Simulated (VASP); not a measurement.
# Rh (fcc): computed properties

Method: PBEsol GGA, VASP's PBE PAW potentials (set 64) (plane waves; VASP 6.6.1).

```json
{
 "space_group": "Fm-3m (225)",
 "cell": "a = 3.775 Å, b = 3.775 Å, c = 3.775 Å, α = 90.00°, β = 90.00°, γ = 90.00°",
 "volume_per_atom": "13.45 Å³/atom",
 "band gap (over mesh and band path)": "none (metal, semimetal or under 0.01 eV)",
 "band_gap_with_spin_orbit_coupling": "none (metallic)",
 "density": "12.71 g/cm³"
}
```

```cif
data_Rh4
_chemical_formula_sum 'Rh4'
_space_group_name_H-M_alt 'Fm-3m'
_space_group_IT_number 225
_space_group_name_Hall '-F 4 2 3'
_cell_length_a 3.77473
_cell_length_b 3.77473
_cell_length_c 3.77473
_cell_angle_alpha 90.000
_cell_angle_beta 90.000
_cell_angle_gamma 90.000
loop_
_atom_site_label
_atom_site_type_symbol
_atom_site_symmetry_multiplicity
_atom_site_Wyckoff_symbol
_atom_site_fract_x
_atom_site_fract_y
_atom_site_fract_z
_atom_site_occupancy
Rh1 Rh 4 a 0.00000 0.00000 0.00000 1
```
(The calculation used a cell of 1 atom; values per cell refer to that cell.)

Measured: a 3.794 Å at 0 K (computed value off by -0.5 %), as given by Daniel Mejia-Rodriguez et al., Physical Review B (2018), arXiv:1807.09216 [static lattice: zero-point anharmonic expansion removed].

The compound is Rh in the fcc structure. It was relaxed first. Symmetry was kept, so distortions that lower it aren't found.
